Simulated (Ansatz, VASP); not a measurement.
# CoSn: VASP beside Ansatz, part 2 of 2

One calculation is typed for both programs; each brings its own data sets and cutoff. How far apart do they land?

VASP 6.6.1 and Ansatz 0.2.0.

So far: The starting structure; VASP: relaxation of cell and atoms, r2SCAN.

### 3. Ansatz: relaxation of cell and atoms, r2SCAN

Level of this step: Ansatz beside VASP: Kohn-Sham DFT, plane waves, r2SCAN (Ansatz).

Ansatz runs on its default PAW (the set named soft_2) files.

The same cell, functional, mesh and smearing now go to Ansatz, which takes its cutoff from its data sets.

Input file input.yaml:

```yaml
crystal:
  lattice:
    - [5.2460399276, 0.0, 0.0]
    - [-2.6230199638, 4.5432038466, 0.0]
    - [0.0, 0.0, 4.1875903]
  atoms:
    - { symbol: Sn, position: [0.0, 0.0, 0.0] }
    - { symbol: Sn, position: [0.3333333333, 0.6666666667, 0.5] }
    - { symbol: Sn, position: [0.6666666667, 0.3333333333, 0.5] }
    - { symbol: Co, position: [0.5, 0.0, 0.0], spin: 2.0 }
    - { symbol: Co, position: [0.5, 0.5, 0.0], spin: -2.0 }
    - { symbol: Co, position: [0.0, 0.5, 0.0], spin: 2.0 }
hamiltonian:
  xc: r2scan
  pseudopotentials: { kind: paw }
magnetization:
  spin_polarized: true
kpoints:
  mp_grid: { grid: [5, 5, 6] }
scf:
  occupations: { method: methfessel_paxton, width: 0.2 }
relax:
  f_tol: 0.01
  max_steps: 60
  cell: { stress_tol: 0.05 }
output:
  forces: true
  stress: true
  write_density: true
  write_potential: true
  elf: true
  volumetric_format: npy
```

On the command line:

```sh
$ ansatz run input.yaml --threads 4 --pin off --max-ram 9216MiB --backend cpu --events-out ev --progress --plain --runs-dir out
```

Numbers of over 12 decimals in the logs are rounded to 6 here.

What it wrote:

```text
Engine: ansatz 0.2.0, aarch64-unknown-linux-gnu
Pseudopotentials: kind: paw
Pseudopotential: Sn, paw, valence charge 14, recommended cutoff 500 eV (meta_gga), Sn.paw.azcp
Pseudopotential: Co, paw, valence charge 17, recommended cutoff 500 eV (meta_gga), Co.paw.azcp
Functional definition: r2SCAN
  parameter k0 = 0.174
  parameter k1 = 0.065
  parameter a1 = 4.9479
  exchange = r2scan_x(k0 = k0, k1 = k1, a1 = a1)
  correlation = r2scan_c
Crystal: 6 atoms, lattice volume = 99.806 Å³
Basis set: ecut = 500 eV, 2583 PW (Γ), exchange–correlation on 160×160×128 points (64 copies of the dense FFT grid, shifted against one another)
Bands: 60, of which v1, the nominal top of the filled ones, is band 47 counted from 1 (46 counted from 0)
Symmetry: 8 space group operations
Space group: Cmmm (ITA 65), of the structure as read, at distance tolerance 4.6e-5 Å
Magnetic group: BNS 65.481 (UNI 579), of the structure as read, at distance tolerance 4.6e-5 Å
k-points: 36 of 150
Non-local potential: Sn, projectors of the file, l = 0: 2, l = 1: 2, l = 2: 2, l = 3: 2
Non-local potential: Co, projectors of the file, l = 0: 3, l = 1: 2, l = 2: 3, l = 3: 1
PAW form: soft (Blöchl's): semilocal exchange-correlation on the pseudo side does not see the compensation charge
PAW frozen core: Sn, regenerated for the run's functional (the file was generated under x = pbe(κ = 0.804, μ = 0.219515), c = pbe(β = 0.066725))
PAW frozen core: Co, regenerated for the run's functional (the file was generated under x = pbe(κ = 0.804, μ = 0.219515), c = pbe(β = 0.066725))
PAW one-centre angular grid: Sn, 590 points (default); XC on 249 of its mesh's 2787 points in the sphere
PAW one-centre angular grid: Co, 590 points (default); XC on 160 Gauss nodes
Initial density: superposition of atomic densities (chi_scale 0.1, normalization cell)
Starting moments: Σ|m| = 6 μB on 3 of 6 sites
Initial wavefunctions: pseudopotential atomic-orbital guess
Functional: x = r2scan, c = r2scan; τ floored in thin density (d = 2e-4 eV/Å³)
SCF iter   1: F=—  HF=-33504.708590 eV  |F-HF|=—  |Δ(HF+E_count)|=         —  Δρ=2.44e-2 (↑2.25e-2 ↓2.44e-2)  dr2=3.40e0  dr2_τ=2.90e-2  dr2_m=1.56e-1  M=1.621 μB ∫|m|=5.352 μB  β_m=1.00  ethr=3.10e-3  ⟨swp⟩=7.8  Hψ=17614  notcnv=0  defer=50
Mixer restart at iter 1: flushing history
preconditioner: auto → Kerker (q_TF=auto, 2.696 Å⁻¹)  [metal: Δε(μ)=0.003 eV  Ē_g=16.203 eV  σ=0.200 eV  W_gap=0.01  n_scr=26 (ndim 8)  ℏωp=30.9 eV  f_vac=0.000  D(μ)=6.39/eV (n_scr^D=70)]
spin=Collinear: Kerker preconditioning applied to the charge; magnetization (m = ρ↑ − ρ↓) channel mixes plain (no charge-response kernel on spin).
SCF iter   2: F=—  HF=-33506.684418 eV  |F-HF|=—  |Δ(HF+E_count)|=    1.98e0  Δρ=2.25e-2 (↑2.06e-2 ↓2.25e-2)  dr2=3.72e0  dr2_τ=3.27e-3  dr2_m=5.54e-2  M=1.505 μB ∫|m|=5.158 μB  β_m=1.00  ethr=3.10e-3  ⟨swp⟩=2.0  Hψ=5503  notcnv=0  defer=335  κ⁻¹=1.0e0(r=1)
SCF iter   3: F=—  HF=-33507.099501 eV  |F-HF|=—  |Δ(HF+E_count)|=   4.15e-1  Δρ=2.21e-2 (↑2.01e-2 ↓2.21e-2)  dr2=3.63e0  dr2_τ=3.06e-3  dr2_m=5.51e-2  M=1.487 μB ∫|m|=5.099 μB  β_m=1.00  ethr=3.10e-3  ⟨swp⟩=1.0  Hψ=4320  notcnv=0  defer=335  κ⁻¹=3.9e-3(r=2)
SCF iter   4: F=—  HF=-33508.739519 eV  |F-HF|=—  |Δ(HF+E_count)|=    1.64e0  Δρ=1.19e-2 (↑1.16e-2 ↓1.19e-2)  dr2=7.83e-1  dr2_τ=1.48e-2  dr2_m=1.05e-2  M=0.992 μB ∫|m|=3.320 μB  β_m=1.00  ethr=3.10e-3  ⟨swp⟩=3.0  Hψ=8865  notcnv=0  defer=335  κ⁻¹=2.4e-4(r=3)
SCF iter   5: F=—  HF=-33508.351905 eV  |F-HF|=—  |Δ(HF+E_count)|=   3.88e-1  Δρ=1.33e-2 (↑1.33e-2 ↓1.25e-2)  dr2=2.82e-1  dr2_τ=5.92e-3  dr2_m=5.31e-3  M=0.875 μB ∫|m|=2.797 μB  β_m=0.93  ethr=8.42e-4  ⟨swp⟩=2.2  Hψ=6724  notcnv=0  defer=347  κ⁻¹=1.8e-4(r=4)
SCF iter   6: F=—  HF=-33510.248147 eV  |F-HF|=—  |Δ(HF+E_count)|=         —  Δρ=4.58e-2 (↑4.54e-2 ↓4.58e-2)  dr2=1.78e-1  dr2_τ=1.79e-2  dr2_m=1.85e0  M=0.254 μB ∫|m|=1.304 μB  β_m=1.00  ethr=3.03e-4  ⟨swp⟩=2.0  Hψ=8518  notcnv=0  defer=355
Mixer restart at iter 6: flushing history
SCF iter   7: F=—  HF=-33510.172409 eV  |F-HF|=—  |Δ(HF+E_count)|=   7.57e-2  Δρ=2.51e-2 (↑2.51e-2 ↓2.03e-2)  dr2=1.32e0  dr2_τ=3.75e-3  dr2_m=2.88e-2  M=0.254 μB ∫|m|=1.078 μB  β_m=1.00  ethr=5.38e-5  ⟨swp⟩=2.5  Hψ=8875  notcnv=0  defer=371
SCF iter   8: F=—  HF=-33510.181332 eV  |F-HF|=—  |Δ(HF+E_count)|=   8.92e-3  Δρ=6.98e-3 (↑6.98e-3 ↓4.57e-3)  dr2=1.28e-1  dr2_τ=6.49e-3  dr2_m=5.00e-3  M=0.225 μB ∫|m|=0.980 μB  β_m=1.00  ethr=5.38e-5  ⟨swp⟩=2.3  Hψ=8558  notcnv=0  defer=372  κ⁻¹=1.0e0(r=1)
SCF iter   9: F=—  HF=-33510.198347 eV  |F-HF|=—  |Δ(HF+E_count)|=   1.70e-2  Δρ=3.57e-3 (↑3.57e-3 ↓2.76e-3)  dr2=3.68e-2  dr2_τ=2.21e-4  dr2_m=3.25e-3  M=0.190 μB ∫|m|=0.873 μB  β_m=1.00  ethr=5.38e-5  ⟨swp⟩=2.0  Hψ=5712  notcnv=0  defer=369  κ⁻¹=1.4e-2(r=2)
SCF iter  10: F=—  HF=-33510.198176 eV  |F-HF|=—  |Δ(HF+E_count)|=   1.71e-4  Δρ=2.41e-3 (↑2.41e-3 ↓2.20e-3)  dr2=1.41e-2  dr2_τ=1.90e-4  dr2_m=2.21e-3  M=0.160 μB ∫|m|=0.776 μB  β_m=1.00  ethr=3.96e-5  ⟨swp⟩=1.5  Hψ=4469  notcnv=0  defer=370  κ⁻¹=1.2e-3(r=3)
[...]
SCF iter  39: F=-33510.162708 eV  HF=-33510.162708 eV  |F-HF|=8.44e-10  |Δ(HF+E_count)|=   3.14e-9  S|Δr|=    0.00e0  Δρ=3.23e-7 (↑2.69e-7 ↓3.23e-7)  dr2=7.35e-11  dr2_τ=1.71e-12  dr2_m=5.16e-11  M=0.000 μB ∫|m|=0.000 μB  ethr=1.00e-12  ⟨swp⟩=5.1  Hψ=22409  notcnv=0
WARN: the starting moments were not kept: the SCF closed with an absolute magnetisation of 2.2e-4 μB, where they sum to 6 μB in size (3 sites). That is at most 0.1 of that sum. Measured as dr2_m measures the in/out step, that magnetisation stands 3.4e-8 eV from none, at or under the dr2_threshold of 1.0e-7 eV: it is no larger than a step whose dr2_m would equal this threshold. The system may hold no moment; this SCF  [...]
SCF 1 converged in 39 iterations: F = -33510.162708 eV  dr2 = 7.35e-11
  greatest PAW one-centre occupation: 1.003 electrons in one spin orbital (limit 2), on the Co atom at site 4 (counted from 0), in its partial waves of l = 1
relax step   1: F+E_penalty+E_count = -33510.16270794 eV  Δ(F+E_penalty+E_count) = +0.000e0 eV  max|allowed force component| = 1.014e-6 eV/Å  Δτ_max = 0.0000 Å  P = -0.189 GPa  Ω = 99.806 Å³  (39 SCF iters, dr2 threshold 1.00e-7 eV, accepted)
[...]
relax step   2: F+E_penalty+E_count = -33510.16286971 eV  Δ(F+E_penalty+E_count) = -1.618e-4 eV  max|allowed force component| = 1.179e-6 eV/Å  Δτ_max = 0.0000 Å  P = +0.038 GPa  Ω = 99.650 Å³  energy of the carried Pulay correction = +5.844e-5 eV  (10 SCF iters, dr2 threshold 2.35e-7 eV, accepted)
[...]
relax step   3: F+E_penalty+E_count = -33510.16282362 eV  Δ(F+E_penalty+E_count) = +4.609e-5 eV  max|allowed force component| = 1.702e-6 eV/Å  Δτ_max = 0.0000 Å  P = +0.037 GPa  Ω = 99.650 Å³  stress off target by 3.81e-2 GPa  SCF on the basis re-selected at this cell (its energy is not comparable with the rows above)  (13 SCF iters)
basis re-selected at this cell: Δ(F+E_penalty+E_count) = +4.609e-5 eV, ΔP = -0.001 GPa vs the last step (what re-selecting the basis moved, of the pressure what is left beyond the Pulay correction that the steps carried, after the strain that the cell walked since its last selection, with what the two solves' SCF thresholds leave and, on support functions, any second-order correction that the steps lacked; it is no m [...]
SCF converged after 13 iterations
Stability not checked: this state was not tested for a lower state beside it, because cold or Methfessel-Paxton smearing, or corrected tetrahedra, fill the levels in a way that the test cannot read (fill_not_monotonic; see scf.lower_state_search)
Magnetization: 0.0000 μB (46.5000 up, 46.5000 down)
Absolute magnetization: 0.0001 μB (∫|ρ↑−ρ↓|, with the PAW one-centre terms)
Spin contamination: 0.0000 ħ² per cell (⟨S²⟩ above its minimum at these occupations)
Per-site moments (μB) at R_I (Å): [(-7.082097044458962e-7, 1.081719), (-7.398702484610982e-8, 1.065093), (-7.39870248461103e-8, 1.065093), (2.991764177517474e-5, 1.065093), (-2.727429920473488e-5, 1.065093), (2.9917641774897208e-5, 1.065093)]
Free energy (F): -33510.162824 eV
Harris-Foulkes:  -33510.162824 eV  (|F-HF|=2.18e-11)
Internal energy: -33510.180294 eV  (E = F + TS)
E sigma→0 (E₀):  -33510.167191 eV
Entropy (-TS):   0.017470 eV (2.912 meV/atom)
Fermi energy:    15.040748 eV
Step filling:    the computed levels leave a gap of 0.0000 eV = 0.0 smearing widths at the electron count; against every level under it full and every level over it empty, smearing changes F+E_penalty+E_count by +3.524 meV and its σ→0 estimate by -0.843 meV
--- Per-component energies (eV) ---
  E_band       = -1038.585752
  E_kinetic    = 1936.805268
  E_local      = -13291.481610  (includes V_loc(G=0)·N_el)
  E_nonlocal   = 1289.060029
  E_hartree    = 6309.187464
  E_xc         = -1596.932396
  E_vxc        = -1004.716999  (∫ρ·V_xc dr)
  E_paw        = -17070.467084  (= ΣΔE_a)
  E_vpaw       = -2650.905927  (= ΣTr[D̂ρ^β])
  E_aug_tail   = 0.000107  (compensation charges beyond the density's cutoff)
  E_vtau       = 64.278297  (kinetic-family band-sum trace: ∫τ·v_τ [+ j·A + Jᵃ·Aᵃ] dr)
  E_ewald      = -11087.672413
  E_core_change = 1.320341  (= ΣΔE_core)
  E_smearing   = 0.017470  (= −TS)
  E_closure    = 0.000000  (closes the sum)
  Σ components = -33510.162824   (vs F -33510.162824, Δ=0.00e0)
--- Forces (eV/Å), atoms counted from 1 ---
  atom   1  Sn     0.00000000     0.00000000     0.00000000
  atom   2  Sn     0.00000170    -0.00000098     0.00000000
  atom   3  Sn    -0.00000170     0.00000098    -0.00000000
  atom   4  Co     0.00000000     0.00000000     0.00000000
  atom   5  Co     0.00000000    -0.00000000     0.00000000
  atom   6  Co     0.00000000    -0.00000000     0.00000000
  max |Σ_I F_I| component: 6.94e-18 eV/Å
--- Stress (GPa, compression-positive) ---
        0.035859       0.000002       0.000000
        0.000002       0.035861       0.000000
        0.000000       0.000000       0.038084
  P = ⅓ Tr σ = 0.0366 GPa (0.366 kbar)
--- Band table (eV; the first three rows and the last of 72) ---
  k-point 0 ↑: bands = [... 43 lower, 14.5698, 14.6284, 14.6284, 15.7877, 15.8273, 16.6198, 16.6198, 18.3307, ... 9 higher]
  k-point 1 ↑: bands = [... 43 lower, 14.5726, 14.6031, 14.6031, 15.7878, 15.7922, 16.2090, 16.2090, 18.1252, ... 9 higher]
  k-point 2 ↑: bands = [... 43 lower, 14.5554, 14.5697, 14.5698, 15.0834, 15.0834, 15.4146, 15.7882, 17.1485, ... 9 higher]
  k-point 35 ↓: bands = [... 43 lower, 14.3380, 14.5050, 14.5434, 14.7155, 14.8902, 15.5615, 16.4133, 18.7566, ... 9 higher]
--- Relaxed structure (2 steps of the walk, 2 accepted, 1 SCFs on fresh bases) ---
  F+E_penalty+E_count = -33510.16282362 eV   max|allowed force component| = 1.702e-6 eV/Å   (the final SCF, on the basis selected at the relaxed cell)
  cell:  # Å, volume = 99.6498 Å³
    - [5.244699, 3.3654338143364244e-8, 0]
    - [-2.622349, 4.542043, 0]
    - [0, 0, 4.183163]
  atoms:
    - { symbol: Sn, position: [0, 0, 0] }
    - { symbol: Sn, position: [0.333333, 0.666667, 0.5] }
    - { symbol: Sn, position: [0.666667, 0.333333, 0.5] }
    - { symbol: Co, position: [0.5, 0, 0] }
    - { symbol: Co, position: [0.5, 0.5, 0] }
    - { symbol: Co, position: [-2.7755575615628914e-17, 0.5, 0.0] }
```

Elapsed: 2 min, on 4 threads of Arm Neoverse V1, shared host; peak memory 1 GiB.

### 4. Side by side

Known differences besides the potentials themselves: VASP keeps PBE cores, Ansatz makes them for the functional; both relaxations stop at a tolerance, which leaves soft axes loose, and VASP keeps its plane-wave basis; the data sets hold 93 valence electrons in Ansatz (default PAW (the set named soft_2) files) and 69 in VASP; the cutoff is 500 eV in Ansatz and 400 eV in VASP; Ansatz adds a Pulay correction to the stress that steers its cell, VASP none. Total energies have different zeros and are not compared.

Compared:

| quantity | Ansatz | VASP | difference |
| --- | --- | --- | --- |
| volume (Å³) | 99.65 | 99.68 | -0.03 % |
| edge a after relaxation, in the typed setting (Å) | 5.245 | 5.245 | -0.01 % |
| edge c after relaxation, in the typed setting (Å) | 4.183 | 4.184 | -0.01 % |

The walks stopped with 0.04 GPa left in Ansatz and 0.04 GPa in VASP; each walk ends within a tolerance, so the volume difference is uncertain by about these residues over the bulk modulus, most in soft cells.

### 5. VASP: single point, r2SCAN

A single point gives forces, pressure and levels at one fixed geometry, so differences don't come from the geometry; what else differs is listed under the comparison. The cell compared in this pair holds 99.68 Å³, against 99.81 Å³ for the pair before.

Input file INCAR:

```
SYSTEM = CoSn
PREC = Accurate
ENCUT = 400
EDIFF = 1E-06
NELM = 100
ISMEAR = 1
SIGMA = 0.2
LREAL = .FALSE.
ALGO = Normal
METAGGA = R2SCAN
LASPH = .TRUE.
NBANDS = 45
ISPIN = 2
MAGMOM = 0 0 0 2 -2 2
LMAXMIX = 4
LORBIT = 11
LWAVE = .FALSE.
LCHARG = .TRUE.
ISIF = 2
LELF = .TRUE.
LVHAR = .TRUE.
```

Input file POSCAR:

```
CoSn
1.0
    5.2451617868      0.0000000766      0.0000000000
   -2.6225808271      4.5424433927      0.0000000000
    0.0000000000      0.0000000000      4.1835530092
Sn Co
3 3
Direct
    0.0000000000      0.0000000000      0.0000000000
    0.3333336324      0.6666663676      0.5000000000
    0.6666663676      0.3333336324      0.5000000000
    0.5000000000      0.0000000000      0.0000000000
    0.5000000000      0.5000000000      0.0000000000
    0.0000000000      0.5000000000      0.0000000000
```

Input file KPOINTS:

```
Automatic mesh
0
Gamma
5 5 6
0 0 0
```

PAW data sets: Sn_d and Co (PBE family, release 64).

On the command line:

```sh
$ mpirun -np 2 vasp_std
```

What it wrote:

```text
[banner, memory and clock lines left out]
running    2 mpi-ranks, on    1 nodes
[...]
[... a notice as in an earlier step ...]

 LDA part: xc-table for (None), standard interpolation
|                                                                             |
|           W    W    AA    RRRRR   N    N  II  N    N   GGGG   !!!           |
|           W    W   A  A   R    R  NN   N  II  NN   N  G    G  !!!           |
|           W    W  A    A  R    R  N N  N  II  N N  N  G       !!!           |
|           W WW W  AAAAAA  RRRRR   N  N N  II  N  N N  G  GGG   !            |
|           WW  WW  A    A  R   R   N   NN  II  N   NN  G    G                |
|           W    W  A    A  R    R  N    N  II  N    N   GGGG   !!!           |
|                                                                             |
|     The number of bands has been changed from the values supplied in        |
|     The orbitals not found in the WAVECAR file will be initialized with     |
|     random numbers, which is usually adequate. For correlated               |
|     calculations, however, you should redo the groundstate calculation.     |
|     I found NBANDS = 45. Now, NBANDS = 46.                                  |
|                                                                             |

 POSCAR, INCAR and KPOINTS ok, starting setup
[...]
entering main loop
       N       E                     dE             d eps       ncg     rms          rms(c)
DAV:   1     0.571762829748E+03    0.57176E+03   -0.27065E+04  6800   0.211E+03
DAV:   2    -0.212522075952E+02   -0.59302E+03   -0.57049E+03  6624   0.545E+02
DAV:   3    -0.121476644711E+03   -0.10022E+03   -0.97489E+02  6894   0.207E+02
DAV:   4    -0.126409360836E+03   -0.49327E+01   -0.49111E+01  7504   0.528E+01
[...]
DAV:  26    -0.113614991384E+03   -0.41978E-05   -0.30268E-05  6432   0.321E-02    0.817E-03
DAV:  27    -0.113614994325E+03   -0.29416E-05   -0.46306E-05  8150   0.834E-02    0.336E-03
DAV:  28    -0.113614994865E+03   -0.53994E-06   -0.51355E-06  5610   0.122E-02
   1 F= -.11361499E+03 E0= -.11362083E+03  d E =0.175064E-01  mag=    -0.0012
```

From OUTCAR (step 5):

```text
  Total        0.0457501      0.0456681     -0.0126153     -0.0000710      0.0000000      0.0000000
  in kB        0.7353759      0.7340573     -0.2027749     -0.0011419      0.0000000      0.0000000
  external PRESSURE =       0.4222194 kB  Pullay stress =       0.0000000 kB

 POSITION                                       TOTAL-FORCE (eV/Angst)
 -----------------------------------------------------------------------------------
      0.00000      0.00000      0.00000        -0.000000      0.000000     -0.000000
      0.00000      3.02829      2.09178         0.000048     -0.000028      0.000000
      2.62258      1.51415      2.09178        -0.000048      0.000028     -0.000000
      2.62258      0.00000      0.00000        -0.000000      0.000000     -0.000000
      1.31129      2.27122      0.00000        -0.000000      0.000000     -0.000000
     -1.31129      2.27122      0.00000        -0.000000      0.000000     -0.000000
 -----------------------------------------------------------------------------------
    total drift:                                0.000000      0.000000     -0.000000

  FREE ENERGIE OF THE ION-ELECTRON SYSTEM (eV)
  ---------------------------------------------------
  free  energy   TOTEN  =      -113.6149948651 eV

  energy  without entropy=     -113.6325013144  energy(sigma->0) =     -113.62083035

 magnetization (x)
# of ion       s       p       d       tot
------------------------------------------
    1        0.000   0.000   0.000   0.000
    2        0.000   0.000  -0.000   0.000
    3        0.000   0.000  -0.000   0.000
    4        0.000   0.000   0.001   0.001
    5       -0.000  -0.000  -0.003  -0.003
    6        0.000   0.000   0.001   0.001
--------------------------------------------------
tot          0.000   0.000  -0.001  -0.001

[... 1 part as in an earlier step ...]

[... 2 further parts left out ...]
[key lines of the parts left out:]
E-fermi :  10.0469
```

With spin, VASP writes an ELF for each channel.

### 6. Ansatz: single point, r2SCAN

The same cell, functional, mesh and smearing now go to Ansatz, which takes its cutoff from its data sets.

The cell is taken from a series of VASP runs on this material, whose earlier steps may have relaxed, scaled or displaced it; both programs get it as it stands.

Input file input.yaml:

```yaml
crystal:
  lattice:
    - [5.2451617868, 7.66e-08, 0.0]
    - [-2.6225808271, 4.5424433927, 0.0]
    - [0.0, 0.0, 4.1835530092]
  atoms:
    - { symbol: Sn, position: [0.0, 0.0, 0.0] }
    - { symbol: Sn, position: [0.3333336324, 0.6666663676, 0.5] }
    - { symbol: Sn, position: [0.6666663676, 0.3333336324, 0.5] }
    - { symbol: Co, position: [0.5, 0.0, 0.0], spin: 2.0 }
    - { symbol: Co, position: [0.5, 0.5, 0.0], spin: -2.0 }
    - { symbol: Co, position: [0.0, 0.5, 0.0], spin: 2.0 }
hamiltonian:
  xc: r2scan
  pseudopotentials: { kind: paw }
magnetization:
  spin_polarized: true
kpoints:
  mp_grid: { grid: [5, 5, 6] }
scf:
  occupations: { method: methfessel_paxton, width: 0.2 }
  n_extra_bands: 10
output:
  forces: true
  stress: true
  eigenvalues: true
```

On the command line:

```sh
$ ansatz run input.yaml --threads 4 --pin off --max-ram 9216MiB --backend cpu --events-out ev --progress --plain --runs-dir out
```

What it wrote:

```text
[...]
k-point 1 ↑: bands = [... 43 lower, 14.5678, 14.5981, 14.5982, 15.7825, 15.7866, 16.2036, 16.2036, 18.1190, ... 6 higher]
  k-point 2 ↑: bands = [... 43 lower, 14.5505, 14.5648, 14.5649, 15.0784, 15.0784, 15.4094, 15.7829, 17.1421, ... 6 higher]
  k-point 35 ↓: bands = [... 43 lower, 14.3330, 14.5000, 14.5385, 14.7104, 14.8851, 15.5563, 16.4077, 18.7499, ... 6 higher]
[key lines of the parts left out:]
SCF converged after 40 iterations
Magnetization: -0.0002 μB (46.4999 up, 46.5001 down)
Free energy (F): -33510.162825 eV
Fermi energy:    15.035634 eV
P = ⅓ Tr σ = -0.0020 GPa (-0.020 kbar)
```

Run time: 65 s. Hardware: 4 threads; peak memory 0.97 GiB; 4.1 min of CPU time.

The run ends at a pressure of 0.00 GPa.

### 7. Side by side

The two programs side by side:

| quantity | Ansatz | VASP | difference |
| --- | --- | --- | --- |
| pressure (GPa) | 0.00 | 0.04 | -0.04 |
| pressure without Ansatz's Pulay correction (GPa) | -0.06 | 0.04 | -0.10 |

Ansatz's pressure holds a Pulay correction of 0.06 GPa; VASP's holds none.

### 8. Outcome

```yaml
difference_in_volume_relaxation_of_cell_and_atoms_r2scan: -0.027 %
difference_in_pressure_single_point_r2scan: -0.044 GPa
```

In words: The difference in pressure is -0.044 GPa (single point, r2SCAN), within the 1 GPa picked in this series as the mark of a large difference. How closely two codes agree says nothing of how well the functional describes the real material.

[Lines on the potential files, build, host, timing and source positions are cut from VASP's logs without a mark.]

[Logs are printed without paths, hosts, clocks, repeated set-up lines and the standing remarks that a program may print on its own settings, such as how far it seeks lower states.]

[Hosts, paths, dates, database ids (printed as entryN), source tags and the programs' standing remarks are cut or masked in the printed files.]
